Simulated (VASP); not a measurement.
All values below come from PBE GGA with D4 dispersion, VASP's PBE PAW potentials (set 64) (plane waves; VASP 6.6.1).

VASP input:

### INCAR
```
# general
SYSTEM  = PbSe
PREC    = Accurate
ENCUT   = 520
LREAL   = .False.
LASPH   = .True.

# electronic loop
EDIFF   = 1E-7
NELM    = 100
ALGO    = Normal
LMAXMIX = 4

# smearing
ISMEAR  = 0
SIGMA   = 0.05

# functional
GGA     = PE
IVDW    = 13

# ions
ISIF    = 2

# output
LWAVE   = .False.
LCHARG  = .False.
```

**KPOINTS**
```
Automatic mesh
0
G
8 8 8
0 0 0
```

File POSCAR:
```
PbSe
1
    0.0000000000     3.0656566552     3.0656566552
    3.0656566552     0.0000000000     3.0656566552
    3.0656566552     3.0656566552     0.0000000000
Pb Se
1 1
Direct
  0.0000000000   0.0000000000   0.0000000000
  0.5000000000   0.5000000000   0.5000000000
```

POTCAR, in this order: Pb_d Se (PBE.64 set). Program: vasp_std.

Unless said otherwise, spin-orbit coupling is left out, though it shifts the bands of the heavy elements here.

Question: Estimate the energy per atom (σ→0), dispersion energy, band gap (on the k-mesh).

Answer: 
| Quantity | Value |
|---|---|
| energy per atom (σ→0) | -4.489 eV/atom |
| dispersion energy | -0.795 eV |
| band gap (on the k-mesh) | 0.31 eV |

File OSZICAR:
```
...
DAV:   7    -0.817933294394E+01    0.46859E-02   -0.12695E-01   944   0.200E+00    0.856E-01
DAV:   8    -0.818276445909E+01   -0.34315E-02   -0.13666E-02   878   0.155E+00    0.155E-01
DAV:   9    -0.818234293531E+01    0.42152E-03   -0.25509E-03  1264   0.596E-01    0.538E-02
DAV:  10    -0.818242258689E+01   -0.79652E-04   -0.21214E-04   872   0.112E-01    0.198E-02
DAV:  11    -0.818242877327E+01   -0.61864E-05   -0.76618E-05  1026   0.102E-01    0.654E-03
DAV:  12    -0.818242891765E+01   -0.14438E-06   -0.46608E-06   992   0.166E-02    0.272E-03
DAV:  13    -0.818242887667E+01    0.40977E-07   -0.58389E-07   938   0.662E-03
   1 F= -.89770737E+01 E0= -.89770737E+01  d E =-.341792E-07
```

The compound is PbSe in the rock salt structure. It was relaxed first.
